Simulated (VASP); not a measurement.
Given:

```yaml
crystal:
  lattice:
    - [1.92276, -3.33032, 0.00000]
    - [1.92276, 3.33032, 0.00000]
    - [0.00000, 0.00000, 6.08726]
  atoms:
    - { symbol: Sn, position: [0.00000, 0.00000, 0.00000] }
    - { symbol: Se, position: [0.33333, 0.66667, 0.26174] }
    - { symbol: Se, position: [0.66667, 0.33333, 0.73826] }
```

All values below come from PBE GGA, VASP's PBE PAW potentials (set 64) (plane waves; VASP 6.6.1). Run with 480 eV cut-off, 6×6×4 Γ-centred mesh, Gaussian smearing of 0.050 eV, potentials Sn_d Se.

Without a dispersion term in the relaxation, distances and binding between the weakly bound layers, chains or molecules are unreliable, and so is what depends on them.

What does the run give for the energy per atom (σ→0), pressure?

```json
{
 "energy per atom (σ→0)": "-3.937 eV/atom",
 "pressure": "2.01 GPa"
}
```

The compound is SnSe2 in the 1T layered structure. It was relaxed first under an external pressure of 2 GPa.
